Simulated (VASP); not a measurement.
All values below come from PBE GGA, VASP's PBE PAW potentials (set 64) (plane waves; VASP).

A VASP calculation is set up with these files.

INCAR:
```
PREC = Accurate
SYSTEM = ZnSe
LMAXMIX = 4
GGA = PE
ISIF = 2
ENCUT = 400   ! plane-wave cut-off (eV)
LWAVE = .FALSE.
LCHARG = .FALSE.
ALGO = Normal   ! blocked Davidson
LREAL = .FALSE.   ! projection in real space or not
EDIFF = 1E-6   ! SCF stop (eV)
NELM = 100
ISMEAR = 0   ! Gaussian
SIGMA = 0.05
LASPH = .TRUE.   ! aspherical one-centre terms
```

File POSCAR:
```
ZnSe
1
    0.0000000000     2.8917000000     2.8917000000
    2.8917000000     0.0000000000     2.8917000000
    2.8917000000     2.8917000000     0.0000000000
Zn Se
1 1
Direct
  0.0000000000   0.0000000000   0.0000000000
  0.2500000000   0.2500000000   0.2500000000
```

File KPOINTS:
```
Automatic mesh
0
Gamma
6 6 6
0 0 0
```

POTCAR, in this order: Zn Se (PBE.64 set). Program: vasp_std.

Problem. What does the run give for the energy per atom (σ→0), pressure, band gap (on the k-mesh)?

Solution. 
The energy per atom (σ→0) comes out as -3.011 eV/atom and the band gap (on the k-mesh) is 1.05 eV. The pressure is -14.2 kbar.

File OSZICAR:
```
...
DAV:   7    -0.602137177913E+01    0.16812E-01   -0.17987E-01   441   0.422E+00    0.144E+00
DAV:   8    -0.602158205668E+01   -0.21028E-03   -0.42840E-03   486   0.636E-01    0.441E-01
DAV:   9    -0.602188062240E+01   -0.29857E-03   -0.10543E-03   451   0.284E-01    0.684E-02
DAV:  10    -0.602196870826E+01   -0.88086E-04   -0.12192E-04   471   0.113E-01    0.165E-02
DAV:  11    -0.602198703047E+01   -0.18322E-04   -0.30302E-05   469   0.608E-02    0.558E-03
DAV:  12    -0.602198841635E+01   -0.13859E-05   -0.32586E-06   496   0.223E-02    0.377E-03
DAV:  13    -0.602198852638E+01   -0.11003E-06   -0.72441E-07   328   0.942E-03
   1 F= -.60219885E+01 E0= -.60219885E+01  d E =-.126105E-16
```

The compound is ZnSe in the zinc blende structure. The cell was not relaxed at this level.
